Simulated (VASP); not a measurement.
Level of theory: PBE GGA, VASP's PBE PAW potentials (set 64) (plane waves; VASP 6.6.1).

Input for VASP

File KPOINTS:
```
Automatic mesh
0
Gamma
12 12 12
0 0 0
```

### POSCAR
```
MoSi2
1
   -1.6420560000     1.6341610000     3.9842860000
    1.6420560000    -1.6341610000     3.9842860000
    1.6420560000     1.6341610000    -3.9842860000
Si Mo
2 1
Direct
  0.6650000000   0.6650000000   0.0000000000
  0.3350000000   0.3350000000   0.0000000000
 -0.0000000000   0.0089420000   0.0089420000
```

**INCAR**
```
EDIFF=1E-6
LMAXMIX=4
ISIF=2
ISMEAR=1   # Methfessel-Paxton
LASPH=.True.   # aspherical one-centre terms
NELM=100
LCHARG=.False.
BMIX=1.0
SYSTEM=MoSi2
LREAL=.False.
GGA=PE
AMIX=0.1
IMIX=4
ENCUT=400   # plane-wave cut-off (eV)
PREC=Accurate
LWAVE=.False.
SIGMA=0.1   # width (eV)
ALGO=Normal   # blocked Davidson
```

POTCAR, in this order: Si Mo_sv (PBE.64 set). Program: vasp_std.

### Question
Predict the energy per atom (σ→0), pressure, largest force, band gap (on the k-mesh).

### Answer

```yaml
energy per atom (σ→0): -746.0 kJ/mol-atom
band gap (on the k-mesh): none (metal, semimetal or under 0.01 eV)
pressure: -93.5 kbar
largest_force: 0.215 eV/Å
```

File OSZICAR:
```
...
DAV:   9    -0.232015053447E+02    0.27357E-01   -0.14535E-01  9745   0.263E+00    0.725E-01
DAV:  10    -0.232014425018E+02    0.62843E-04   -0.31976E-02 10781   0.102E+00    0.739E-01
DAV:  11    -0.231968903020E+02    0.45522E-02   -0.25586E-02  9667   0.118E+00    0.217E-01
DAV:  12    -0.231968898407E+02    0.46131E-06   -0.53405E-04  9793   0.193E-01    0.164E-01
DAV:  13    -0.231968500355E+02    0.39805E-04   -0.24664E-04 10465   0.112E-01    0.726E-02
DAV:  14    -0.231968472127E+02    0.28228E-05   -0.15431E-04 10066   0.932E-02    0.331E-02
DAV:  15    -0.231968473218E+02   -0.10909E-06   -0.88640E-06 10493   0.204E-02
   1 F= -.23196847E+02 E0= -.23196660E+02  d E =-.561071E-03
```

The compound is MoSi2 in the MoSi2 type structure. The cell was not relaxed at this level. The run is one of a series of settings (AMIX = 0.1, BMIX = 1.0, IMIX = 4 against the base run), some of them coarse on purpose.
